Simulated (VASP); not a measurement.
**Rh (relaxed from the simple-cubic structure, space group Pm-3m): computed properties**

Calculation: PBEsol GGA, VASP's PBE PAW potentials (set 64) (plane waves; VASP).

```yaml
space_group: Pm-3m (221)
cell: a = b = c = 2.495 Å, α = β = γ = 90.00°
volume_per_atom: 15.53 Å^3/atom
band gap (over mesh and band path): none (metal, semimetal or under 0.01 eV)
density: 11.00 g/cm³
```

```cif
data_Rh
_chemical_formula_sum 'Rh1'
_space_group_name_H-M_alt 'Pm-3m'
_space_group_IT_number 221
_space_group_name_Hall '-P 4 2 3'
_cell_length_a 2.49496
_cell_length_b 2.49496
_cell_length_c 2.49496
_cell_angle_alpha 90.000
_cell_angle_beta 90.000
_cell_angle_gamma 90.000
loop_
_atom_site_label
_atom_site_type_symbol
_atom_site_symmetry_multiplicity
_atom_site_Wyckoff_symbol
_atom_site_fract_x
_atom_site_fract_y
_atom_site_fract_z
_atom_site_occupancy
Rh1 Rh 1 a 0.00000 0.00000 0.00000 1
```

The structure was generated: Rh was put into the simple-cubic type (Pm-3m), which need not be its known phase. It was relaxed first. Symmetry was kept, so distortions that lower it aren't found.
